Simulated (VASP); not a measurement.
Level of theory: LDA (Ceperley-Alder, Perdew-Zunger), VASP's LDA PAW potentials (set 64) (plane waves; VASP).

A VASP calculation is set up with these files.

### INCAR
```
LCHARG = .FALSE.
SYSTEM = AuAl2
LMAXMIX = 6   ! l cut-off of mixed one-centre charges
ENCUT = 500
PREC = Accurate
LWAVE = .FALSE.
ISIF = 3   ! ions, shape and volume
PSTRESS = 200   ! kbar
NSW = 40
SIGMA = 0.1   ! width (eV)
ISMEAR = 1
ALGO = Normal
EDIFFG = -0.02
LREAL = .FALSE.   ! projection in real space or not
EDIFF = 1E-6
LASPH = .TRUE.
IBRION = 2   ! conjugate gradients
NELM = 100   ! most electronic steps
```

File KPOINTS:
```
kpoints
0
gamma
 9 9 9
0 0 0
```

### POSCAR
```
AuAl2
1.0
  0.0000000000   2.8593793416   2.8593793416
  2.8593793416   0.0000000000   2.8593793416
  2.8593793416   2.8593793416   0.0000000000
Al Au
2 1
Cart
  1.4296896708   1.4296896708   1.4296896708
  4.2890690124   4.2890690124   4.2890690124
  0.0000000000   0.0000000000   0.0000000000
```

POTCAR, in this order: Al Au (LDA.64 set). Program: vasp_std.

### Question
What will the output report for the number of irreducible k-points (NKPTS), largest plane-wave count, number of space-group operations, FFT grid (NGX, NGY, NGZ)?

### Answer

| Quantity | Value |
|---|---|
| number of irreducible k-points (NKPTS) | 35 |
| largest plane-wave count | 1243 |
| number of space-group operations | 48 |
| FFT grid (NGX, NGY, NGZ) | 30 × 30 × 30 |

The compound is AuAl2 in the fluorite structure. It was relaxed first under an external pressure of 20 GPa. The electron count is odd and the run is not spin-polarised, which forces a metal.
